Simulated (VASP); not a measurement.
```xyz
4
Lattice="3.3848 0.0000 0.0000 -1.6924 2.9313 0.0000 0.0000 0.0000 5.6179" Properties=species:S:1:pos:R:3 pbc="T T T"
Zn     0.0000     0.0000     5.6040
Cd     1.6924     0.9771     2.7463
O      1.6924     0.9771     0.5480
O      3.3848     0.0000     3.6634
```

Method: PBEsol GGA, VASP's PBE PAW potentials (set 64) (plane waves; VASP). Settings: 520 eV cut-off, Gaussian smearing of 0.050 eV, potentials Zn Cd O.

Give the energies of bands 7 to 20 at the high-symmetry points, in eV from the Fermi level.

```json
[
 {"band": "7", "Γ": "-6.26", "M": "-6.03", "K": "-6.14", "A": "-6.28", "L": "-6.04", "H": "-6.04"},
 {"band": "8", "Γ": "-5.36", "M": "-5.26", "K": "-4.96", "A": "-5.67", "L": "-5.32", "H": "-5.18"},
 {"band": "9", "Γ": "-5.36", "M": "-4.92", "K": "-4.90", "A": "-5.34", "L": "-5.00", "H": "-4.98"},
 {"band": "10", "Γ": "-5.09", "M": "-4.83", "K": "-4.80", "A": "-5.34", "L": "-4.86", "H": "-4.69"},
 {"band": "11", "Γ": "-4.56", "M": "-4.49", "K": "-4.49", "A": "-4.45", "L": "-4.46", "H": "-4.49"},
 {"band": "12", "Γ": "-4.45", "M": "-4.38", "K": "-4.23", "A": "-4.45", "L": "-4.39", "H": "-4.15"},
 {"band": "13", "Γ": "-4.45", "M": "-3.99", "K": "-3.79", "A": "-2.58", "L": "-4.17", "H": "-4.14"},
 {"band": "14", "Γ": "-0.84", "M": "-3.18", "K": "-3.58", "A": "-2.36", "L": "-3.36", "H": "-3.24"},
 {"band": "15", "Γ": "-0.84", "M": "-2.65", "K": "-3.15", "A": "-0.60", "L": "-1.67", "H": "-2.83"},
 {"band": "16", "Γ": "-0.22", "M": "-2.11", "K": "-1.87", "A": "-0.60", "L": "-1.49", "H": "-2.05"},
 {"band": "17", "Γ": "-0.04", "M": "-1.30", "K": "-1.74", "A": "-0.25", "L": "-1.27", "H": "-1.28"},
 {"band": "18", "Γ": "0.00", "M": "-0.62", "K": "-1.40", "A": "-0.25", "L": "-1.01", "H": "-1.18"},
 {"band": "19", "Γ": "0.00", "M": "4.72", "K": "6.42", "A": "2.25", "L": "4.69", "H": "6.54"},
 {"band": "20", "Γ": "4.56", "M": "5.72", "K": "6.46", "A": "2.92", "L": "4.92", "H": "6.56"}
]
```

It has no gap at this level: it comes out as a metal or semimetal.

The structure comes from a computed database's ZnCdO2 entry (P3m1); how it stands against other phases isn't given here. It was relaxed first, which changed the volume by -5 %.
